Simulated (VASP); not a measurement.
# Y3Ge (I4/mmm) in VASP: notebook

One crystal, Y3Ge, is run at these levels: AM05, PW91; tasks: relaxation of cell and atoms.

Program: VASP 6.6.1. These are calculated values, not measurements. Logs are shortened: lines on timing, memory, paths and dates and some standing lists are left out, and cuts for length are marked.

## (1) The structure

The structure is tetragonal, space group I4/mmm (No. 139). The conventional cell has a = 4.531 Å, b = 4.531 Å, c = 10.394 Å, α = 90.00°, β = 90.00°, γ = 90.00°. Around Y (site symmetry 4/mmm) lie 4 Ge at 3.20 Å and 8 Y at 3.45 Å. Y (site symmetry -4m2) has 8 Y at 3.20 to 3.45 Å and 4 Ge at 3.45 Å as nearest neighbours. Ge (site symmetry 4/mmm) is surrounded by 12 Y at 3.20 to 3.45 Å.

The cell comes from a database or a generator and needn't be the stable form of this composition.

## (2) Relaxation of cell and atoms, AM05

INCAR

```
SYSTEM = Y3Ge
PREC = Accurate
ENCUT = 600
EDIFF = 1E-7
ISMEAR = -1
SIGMA = 0.05
LREAL = .FALSE.
LASPH = .TRUE.
NELM = 60
ALGO = Normal
ISIF = 3
LWAVE = .FALSE.
LCHARG = .FALSE.
GGA = AM
IBRION = 2
NSW = 40
EDIFFG = -0.01
```

KPOINTS

```
Automatic mesh
0
G
  6 6 6
  0 0 0
```

POSCAR

```
Y3Ge
1.0
   -2.2653940000      2.2653940000      5.1970200000
    2.2653940000     -2.2653940000      5.1970200000
    2.2653940000      2.2653940000     -5.1970200000
Y Ge
3 1
Direct
    0.5000000000      0.5000000000      0.0000000000
    0.2500000000      0.7500000000      0.5000000000
    0.7500000000      0.2500000000      0.5000000000
    0.0000000000      0.0000000000      0.0000000000
```

Potentials or basis: VASP PAW PBE potentials, release 64 (Y_sv, Ge_d).

Launch:

```
> cat potpaw_PBE.64/Y_sv/POTCAR potpaw_PBE.64/Ge_d/POTCAR > POTCAR
> mpirun -np 1 vasp_std > vasp.out
```

OUTCAR:

```text
SYSTEM = Y3Ge
   PREC = Accurate
   ENCUT = 600
   EDIFF = 1E-7
   ISMEAR = -1
   LREAL = .FALSE.
   LASPH = .TRUE.
   NELM = 60
   ISIF = 3
   GGA = AM
   IBRION = 2
   NSW = 40
   EDIFFG = -0.01

 ion  position               nearest neighbor table
   1  0.500  0.500  0.000-   4 3.20   4 3.20   4 3.20   4 3.20   2 3.45   2 3.45   3 3.45   3 3.45
                             3 3.45   2 3.45   3 3.45   2 3.45
   2  0.250  0.750  0.500-   3 3.20   3 3.20   3 3.20   3 3.20   4 3.45   4 3.45   1 3.45   1 3.45
                             4 3.45   1 3.45   4 3.45   1 3.45
   3  0.750  0.250  0.500-   2 3.20   2 3.20   2 3.20   2 3.20   1 3.45   1 3.45   4 3.45   4 3.45
                             4 3.45   1 3.45   4 3.45   1 3.45
   4  0.000  0.000  0.000-   1 3.20   1 3.20   1 3.20   1 3.20   3 3.45   3 3.45   2 3.45   2 3.45
                             3 3.45   2 3.45   3 3.45   2 3.45

  LATTYP: Found a body centered tetragonal cell.
 ALAT       =     4.5307880000
 C/A-ratio  =     2.2940910058

  Lattice vectors:

 A1 = (  -2.2653940000,   2.2653940000,   5.1970200000)
 A2 = (   2.2653940000,  -2.2653940000,   5.1970200000)
 A3 = (   2.2653940000,   2.2653940000,  -5.1970200000)

Analysis of symmetry for initial positions (statically):
=====================================================================
 Subroutine PRICEL returns:
 Original cell was already a primitive cell.

 Routine SETGRP: Setting up the symmetry group for a
 body centered tetragonal supercell.

 Subroutine GETGRP returns: Found 16 space group operations
 (whereof 16 operations were pure point group operations)
 out of a pool of 16 trial point group operations.

The static configuration has the point symmetry D_4h.

Analysis of symmetry for dynamics (positions and initial velocities):
=====================================================================
 Subroutine PRICEL returns:
 Original cell was already a primitive cell.

 Routine SETGRP: Setting up the symmetry group for a
 body centered tetragonal supercell.

 Subroutine GETGRP returns: Found 16 space group operations
 (whereof 16 operations were pure point group operations)
 out of a pool of 16 trial point group operations.

The dynamic configuration has the point symmetry D_4h.

 Subroutine INISYM returns: Found 16 space group operations
 (whereof 16 operations are pure point group operations),
 and found     1 'primitive' translations

[... 102 lines left out ...]
   IBRION =      2    ionic relax: 0-MD 1-quasi-New 2-CG
   NFREE  =      1    steps in history (QN), initial steepest desc. (CG)
   ISIF   =      3    stress and relaxation
   ISYM   =      2    0-nonsym 1-usesym 2-fastsym
   POTIM  = 0.5000    time-step for ionic-motion
   TEBEG  =    0.0;   TEEND  =   0.0 temperature during run
   PSTRESS=    0.0 pullay stress
   NELECT =      47.0000    total number of electrons
   NUPDOWN=      -1.0000    fix difference up-down
   EMIN   =  10.00;   EMAX   =-10.00  energy-range for DOS
   EFERMI =   0.00;   METHOD = LEGACY
   ISMEAR =    -1;   SIGMA  =   0.05  broadening in eV -4-tet -1-fermi 0-gaus
   EFERMI_NEDOS =   21; number of points for ismear=-14 and -15
   IALGO  =     38    algorithm
   IMIX   =      4    mixing-type and parameters
     AMIX     =   0.40;   BMIX     =  1.00
     AMIX_MAG =   1.60;   BMIX_MAG =  1.00
  volume/ion in A,a.u.               =      26.67       179.99
  Fermi-wavevector in a.u.,A,eV,Ry     =   1.245681  2.353996 21.112447  1.551721
  Thomas-Fermi vector in A             =   2.379892
   LORBIT       =      0    0 simple, 1 ext, 2 COOP (PROOUT), +10 PAW based schemes
   GGA     = AM    functional components
   LHFCALC =     F    Hartree Fock is set to
   AEXX    =    0.0000 exact exchange contribution
   IVDW    =     0    specifies the selected vdW correction
   LEPSILON=     F    determine dielectric tensor
   LRPA    =     F    only Hartree local field effects (RPA)
 conjugate gradient relaxation of ions
 non-spin polarized calculation
  energy-cutoff  :      600.00
  volume of cell :      106.68
 maximum number of plane-waves:      3608
 NGX is ok and might be reduce to    50
   NGX = 25   NGY = 25   NGZ = 25

--------------------------------------- Ionic step        1  -------------------------------------------

 number of electron      46.9999998 magnetization

 Free energy of the ion-electron system (eV)
  ---------------------------------------------------
  ext. energy  EPLUGINS =         0.00000000
  ---------------------------------------------------
  free energy    TOTEN  =       -25.74024341 eV

  energy without entropy =      -25.70272882  energy(sigma->0) =      -25.72148611

------------------------ aborting loop because EDIFF is reached ----------------------------------------

  FORCE on cell =-STRESS in cart. coord.  units (eV):
  Direction    XX          YY          ZZ          XY          YZ          ZX
  --------------------------------------------------------------------------------------
  -------------------------------------------------------------------------------------
  Total       -1.6255596     -1.6255596     -1.7822343      0.0000000      0.0000000      0.0000000
  in kB      -24.4124643    -24.4124643    -26.7653853      0.0000000      0.0000000      0.0000000
  external PRESSURE =     -25.1967713 kB  Pullay stress =       0.0000000 kB
[... 139 lines left out ...]
--------------------------------------- Ionic step        5  -------------------------------------------

 number of electron      47.0000003 magnetization

 Free energy of the ion-electron system (eV)
  ---------------------------------------------------
  ext. energy  EPLUGINS =         0.00000000
  ---------------------------------------------------
  free energy    TOTEN  =       -25.78670048 eV

  energy without entropy =      -25.74484519  energy(sigma->0) =      -25.76577284

 E-fermi :   4.3660     XC(G=0): -10.4431

 val. band max:        4.3569025718   @ k =  -0.1667   0.5000   0.1667
 cond. band min:       4.3773834469   @ k =  -0.1667  -0.3333   0.1667
 fundamental gap:      0.0204808750
 Fermi energy:         4.3660473577

 k-point     1 :       0.0000    0.0000    0.0000
  band No.  band energies     occupation
      1     -38.0491      2.00000
      2     -37.8923      2.00000
      3     -37.8224      2.00000
      4     -19.6585      2.00000
      5     -19.6542      2.00000
      6     -19.6542      2.00000
[... 733 lines left out ...]
     27       5.3346      0.00000
     28       6.6304      0.00000

 [... further k-points ...]
[... 5 lines left out ...]
  --------------------------------------------------------------------------------------
  -------------------------------------------------------------------------------------
  Total       -0.0187572     -0.0187572     -0.0206779      0.0000000      0.0000000      0.0000000
  in kB       -0.2973540     -0.2973540     -0.3278016      0.0000000      0.0000000      0.0000000
  external PRESSURE =      -0.3075032 kB  Pullay stress =       0.0000000 kB
[... 19 lines left out ...]
  FREE ENERGIE OF THE ION-ELECTRON SYSTEM (eV)
  ---------------------------------------------------
  free  energy   TOTEN  =       -25.7867004809 eV

  energy  without entropy=      -25.7448451922  energy(sigma->0) =      -25.76577284

 reached required accuracy - stopping structural energy minimisation
```

OSZICAR:

```text
N       E                     dE             d eps       ncg     rms          rms(c)
DAV:   1     0.403012323696E+03    0.40301E+03   -0.25163E+04  1980   0.281E+03
DAV:   2     0.306620181362E+02   -0.37235E+03   -0.36310E+03  1700   0.766E+02
DAV:   3    -0.187175286077E+02   -0.49380E+02   -0.47619E+02  1968   0.161E+02
[... 57 lines left out ...]
DAV:   4    -0.257866881216E+02    0.70289E-03   -0.30202E-03  2232   0.359E-01    0.130E-01
DAV:   5    -0.257866986314E+02   -0.10510E-04   -0.23495E-04  2124   0.102E-01    0.591E-02
DAV:   6    -0.257866997279E+02   -0.10965E-05   -0.25699E-05  2280   0.384E-02    0.111E-02
DAV:   7    -0.257867004379E+02   -0.71003E-06   -0.21034E-06  2368   0.107E-02    0.518E-03
DAV:   8    -0.257867004809E+02   -0.42939E-07   -0.31937E-07  1708   0.489E-03
   5 F= -.25786700E+02 E0= -.25765773E+02  d E =-.253882E-02
```

CONTCAR:

```text
Y3Ge
   1.00000000000000
    -2.2388694523185526    2.2388694523185526    5.0406689015537189
     2.2388694523185526   -2.2388694523185526    5.0406689015537189
     2.2388694523185526    2.2388694523185526   -5.0406689015537189
  Y               Ge
     3     1
Direct
     0.5000000000000000    0.5000000000000000    0.0000000000000000
     0.2500000000000000    0.7500000000000000    0.5000000000000000
     0.7500000000000000    0.2500000000000000    0.5000000000000000
     1.0000000000000000    0.0000000000000000    0.0000000000000000

  0.00000000E+00  0.00000000E+00  0.00000000E+00
  0.00000000E+00  0.00000000E+00  0.00000000E+00
  0.00000000E+00  0.00000000E+00  0.00000000E+00
  0.00000000E+00  0.00000000E+00  0.00000000E+00
```

Wall time 13 min (1 thread of Intel Xeon 6975P-C (Granite Rapids), shared host); peak memory 0.45 GiB.

What came out:

```
Free energy                            : -25.7867 eV
Relaxed volume                         : 25.27 Å³/atom
Relaxed cell                           : a = 5.953 Å, b = 5.953 Å, c = 5.953 Å, α = 135.81°, β = 135.81°, γ = 64.27°
Space group after relaxing (to 0.05 Å) : I4/mmm (No. 139)
Energy gained by relaxing              : 11.6 meV/atom
Ionic steps                            : 5
Pressure after relaxing                : 0.0 GPa
Band gap on the k mesh                 : none (metal or under the smearing width)
```

Step by step:
```csv
step,energy change (eV),largest force (eV/Å),pressure (GPa),volume (Å³)
1,0.0000,0.0000,-2.52,106.68
2,-0.0424,0.0000,0.53,100.34
3,-0.0439,0.0000,0.02,101.29
4,-0.0453,0.0000,0.01,101.22
5,-0.0465,0.0000,-0.03,101.07
```

Final structure:
```
Y Ge
1.0
    -2.23887    2.23887    5.04067
     2.23887   -2.23887    5.04067
     2.23887    2.23887   -5.04067
Y Ge
3 1
Cartesian
  0.0000 0.0000 5.0407
  2.2389 0.0000 2.5203
  0.0000 2.2389 2.5203
  -2.2389 2.2389 5.0407
```

Caveat: the PAW data sets were made with another functional, which shifts forces and pressure a little.

## (3) Relaxation of cell and atoms, PW91

INCAR: that of step 2 with these lines changed.

```diff
@@ -13,3 +13,3 @@
 LCHARG = .FALSE.
-GGA = AM
+GGA = 91
 IBRION = 2
```

KPOINTS is that of step 2.

POSCAR is that of step 2.

Potentials or basis: VASP PAW PBE potentials, release 64 (Y_sv, Ge_d).

Launch:

```
> cat potpaw_PBE.64/Y_sv/POTCAR potpaw_PBE.64/Ge_d/POTCAR > POTCAR
> mpirun -np 1 vasp_std > vasp.out
```

Wall time 6.5 min (1 thread of Intel Xeon 6975P-C (Granite Rapids), shared host); peak memory 0.44 GiB.

Results (log left out):

```yaml
Free_energy: -25.0206 eV
Relaxed_volume: 26.43 Å³/atom
Relaxed_cell: a = 6.087 Å, b = 6.087 Å, c = 6.087 Å, α = 136.45°, β = 136.45°, γ = 63.29°
Space_group_after_relaxing_to_0.05_Å: I4/mmm (No. 139)
Energy_gained_by_relaxing: 0.4 meV/atom
Ionic_steps: 3
Pressure_after_relaxing: 0.0 GPa
Band_gap_on_the_k_mesh: none (metal or under the smearing width)
```

Step by step:
```csv
step,energy change (eV),largest force (eV/Å),pressure (GPa),volume (Å³)
1,0.0000,0.0000,-0.48,106.68
2,-0.0013,0.0000,0.12,105.47
3,-0.0014,0.0000,0.00,105.71
```

Final structure:
```xyz
4
Lattice="-2.2583 2.2583 5.1823 2.2583 -2.2583 5.1823 2.2583 2.2583 -5.1823" Properties=species:S:1:pos:R:3 pbc="T T T"
Y     0.0000    0.0000    5.1823
Y     2.2583    0.0000    2.5912
Y     0.0000    2.2583    2.5912
Ge    0.0000    0.0000    0.0000
```

Levels at points of the mesh, in eV from the Fermi level:
```
           k point  band 22  band 23  band 24  band 25  band 26  band 27
(0.00, 0.00, 0.00)    -1.18    -0.52    -0.10     0.19     0.77     1.27
(0.50, 0.00, 0.00)    -0.83    -0.50     0.43     1.08     1.56     1.57
(0.50, 0.50, 0.00)    -1.48    -1.26     0.16     0.72     0.91     1.16
(0.50, 0.50, 0.50)    -0.59    -0.59    -0.28    -0.09    -0.09     0.32
```

Caveat: the PAW data sets were made with another functional, which shifts forces and pressure a little.
